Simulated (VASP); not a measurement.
Given:

```xyz
8
Lattice="0.0142 4.1919 4.2019 4.1919 0.0142 4.2019 2.1031 2.1031 0.0000" Properties=species:S:1:pos:R:3 pbc="T T T"
V      6.2950     2.1173     4.2019
V      2.0960     0.0071     2.1010
V      6.3021     4.2132     6.3029
N      2.1031     2.1031     2.0424
N      4.2520     2.0572     4.2019
N      2.0572     4.2520     4.2019
N      4.2061     4.2061     6.3615
Hf     2.1031     2.1031     4.2019
```

Calculation: PBEsol GGA, VASP's PBE PAW potentials (set 64) (plane waves; VASP 6.6.1). Settings: 520 eV cut-off, Gaussian smearing of 0.050 eV, potentials V_sv N Hf_pv.

Question: Give the energies of bands 27 to 40 at the high-symmetry points, in eV from the Fermi level.

Answer: 
```json
[
 {"band": "27", "Γ": "-3.87", "Y": "-5.10", "C0": "-4.78", "Z": "-5.95", "A0": "-5.83", "T": "-5.92", "S": "-5.18", "R": "-5.44"},
 {"band": "28", "Γ": "-3.63", "Y": "-3.76", "C0": "-4.61", "Z": "-5.87", "A0": "-4.76", "T": "-3.88", "S": "-5.00", "R": "-5.13"},
 {"band": "29", "Γ": "-3.50", "Y": "-3.67", "C0": "-4.58", "Z": "-5.52", "A0": "-4.35", "T": "-3.86", "S": "-4.94", "R": "-5.12"},
 {"band": "30", "Γ": "-2.37", "Y": "-3.64", "C0": "-4.27", "Z": "-5.26", "A0": "-4.06", "T": "-3.85", "S": "-4.78", "R": "-4.98"},
 {"band": "31", "Γ": "-2.34", "Y": "-3.52", "C0": "-4.21", "Z": "-5.25", "A0": "-3.97", "T": "-3.55", "S": "-4.74", "R": "-4.90"},
 {"band": "32", "Γ": "-2.30", "Y": "-2.75", "C0": "-1.89", "Z": "-0.12", "A0": "-2.81", "T": "-3.53", "S": "-1.08", "R": "-1.17"},
 {"band": "33", "Γ": "-1.39", "Y": "-2.73", "C0": "-1.76", "Z": "-0.04", "A0": "-2.58", "T": "-3.31", "S": "-0.93", "R": "-1.06"},
 {"band": "34", "Γ": "-1.34", "Y": "-0.17", "C0": "-0.51", "Z": "0.01", "A0": "0.36", "T": "0.48", "S": "-0.56", "R": "-1.06"},
 {"band": "35", "Γ": "-1.29", "Y": "-0.05", "C0": "0.20", "Z": "0.03", "A0": "0.56", "T": "0.57", "S": "-0.53", "R": "-0.69"},
 {"band": "36", "Γ": "-0.24", "Y": "0.33", "C0": "0.24", "Z": "0.55", "A0": "0.65", "T": "0.61", "S": "-0.07", "R": "0.73"},
 {"band": "37", "Γ": "-0.10", "Y": "0.71", "C0": "0.47", "Z": "0.61", "A0": "0.74", "T": "0.78", "S": "-0.06", "R": "0.77"},
 {"band": "38", "Γ": "0.44", "Y": "0.79", "C0": "0.54", "Z": "0.83", "A0": "0.87", "T": "0.84", "S": "0.15", "R": "0.93"},
 {"band": "39", "Γ": "0.70", "Y": "0.81", "C0": "0.80", "Z": "0.84", "A0": "1.12", "T": "1.14", "S": "0.75", "R": "1.10"},
 {"band": "40", "Γ": "0.83", "Y": "0.85", "C0": "1.04", "Z": "1.14", "A0": "1.20", "T": "1.22", "S": "0.86", "R": "1.20"}
]
```

It has no gap at this level: it comes out as a metal or semimetal.

The structure was generated: HfV3N4 was put into an ordered model structure (Cmmm), which need not be its known phase. It was relaxed first. The run is not spin-polarised, so no magnetic state was tried. The electron count is odd and the run is not spin-polarised, which forces a metal.
